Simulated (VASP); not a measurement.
Given:

```
CSi3
1.0
    5.10960     0.16051     0.16051
    0.16051     5.10960     0.16051
    0.16051     0.16051     5.10960
Si C
6 2
Direct
  0.03280   0.98086   0.98086
  0.21720   0.26914   0.26914
  0.48086   0.53280   0.98086
  0.76914   0.71720   0.26914
  0.48086   0.98086   0.53280
  0.76914   0.26914   0.71720
  0.94526   0.44526   0.44526
  0.30474   0.80474   0.80474
```

These are PBEsol GGA, VASP's PBE PAW potentials (set 64) (plane waves; VASP 6.6.1) values and carry that method's errors. Settings: 520 eV cut-off, Gaussian smearing of 0.050 eV, potentials Si C.

Give the energies of bands 7 to 20 at the high-symmetry points, in eV from the Fermi level.

| band | Γ | T | H2 | L | S0 | F |
|---|---|---|---|---|---|---|
| 7 | -7.54 | -7.60 | -7.60 | -4.73 | -5.93 | -5.93 |
| 8 | -3.97 | -6.36 | -6.36 | -4.57 | -5.00 | -5.00 |
| 9 | -3.97 | -3.11 | -3.11 | -4.19 | -4.36 | -4.36 |
| 10 | -3.04 | -3.11 | -3.11 | -3.85 | -4.05 | -4.05 |
| 11 | -3.04 | -1.50 | -1.50 | -3.47 | -3.89 | -3.89 |
| 12 | -2.96 | -1.50 | -1.50 | -3.26 | -3.78 | -3.78 |
| 13 | -1.93 | -1.03 | -1.03 | -2.73 | -2.07 | -2.07 |
| 14 | -1.62 | -0.49 | -0.49 | -2.20 | -1.39 | -1.39 |
| 15 | -0.56 | -0.37 | -0.37 | -1.56 | -0.52 | -0.52 |
| 16 | -0.56 | -0.29 | -0.29 | -0.80 | -0.36 | -0.36 |
| 17 | 0.91 | -0.29 | -0.29 | 0.60 | 0.44 | 0.44 |
| 18 | 1.52 | 1.56 | 1.56 | 1.40 | 2.66 | 2.66 |
| 19 | 1.52 | 2.87 | 2.87 | 3.17 | 2.90 | 2.90 |
| 20 | 1.81 | 2.87 | 2.87 | 3.36 | 3.25 | 3.25 |

It has no gap at this level: it comes out as a metal or semimetal.

The structure was generated: C2Si6 was put into an ordered model structure (R-3m), which need not be its known phase. It was relaxed first, which changed the volume by +9 %.
